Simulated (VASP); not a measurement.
```xyz
2
Lattice="0.0000 3.1554 3.1554 3.1554 0.0000 3.1554 3.1554 3.1554 0.0000" Properties=species:S:1:pos:R:3 pbc="T T T"
Na     0.0000     0.0000     0.0000
I      3.1554     3.1554     3.1554
```

The numbers are results of optB88-vdW, VASP's PBE PAW potentials (set 64) (plane waves; VASP 6.6.1), not measurements. Settings: 520 eV cut-off, 7×7×7 Γ-centred mesh, Gaussian smearing of 0.050 eV, potentials Na_pv I.

Unless said otherwise, spin-orbit coupling is left out, though it shifts the bands of the heavy elements here.

Task: What does the run give for the energy per atom (σ→0), pressure, band gap (on the k-mesh) with the smallest direct gap where there is one?

Result: 
- band gap (on the k-mesh): 3.87 eV
- smallest direct gap (on the k-mesh): 3.87 eV
- energy per atom (σ→0): -0.688 eV/atom
- pressure: 12.1 kbar

Total energies compare only between runs with the same potentials, cut-off and functional.

The compound is NaI in the rock salt structure. This cell is one point of a volume scan, at 0.94 of the reference volume.
